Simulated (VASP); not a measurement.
Here is the system:

```yaml
crystal:
  lattice:
    - [3.11076, 0.00000, 0.00000]
    - [-1.55538, 2.69399, 0.00000]
    - [0.00000, 0.00000, 4.98836]
  atoms:
    - { symbol: Al, position: [0.66667, 0.33333, 0.49929] }
    - { symbol: Al, position: [0.33333, 0.66667, 0.99929] }
    - { symbol: N, position: [0.66667, 0.33333, 0.88071] }
    - { symbol: N, position: [0.33333, 0.66667, 0.38071] }
```

Computed with revPBE GGA, VASP's PBE PAW potentials (set 64) (plane waves; VASP 6.6.1). Settings: 400 eV cut-off, 10×10×6 Γ-centred mesh, Fermi-Dirac smearing of 0.050 eV, potentials Al N.

At this cut-off the stress carries a Pulay error, which pulls relaxed volumes low.

Q: What does the run give for the energy per atom (σ→0), pressure?

A: 
| Quantity | Result |
|---|---|
| energy per atom (σ→0) | -7.138 eV/atom |
| pressure | 2.37 GPa |

The structure comes from a computed database's AlN entry; how it stands against other phases isn't given here. The cell was not relaxed at this level.
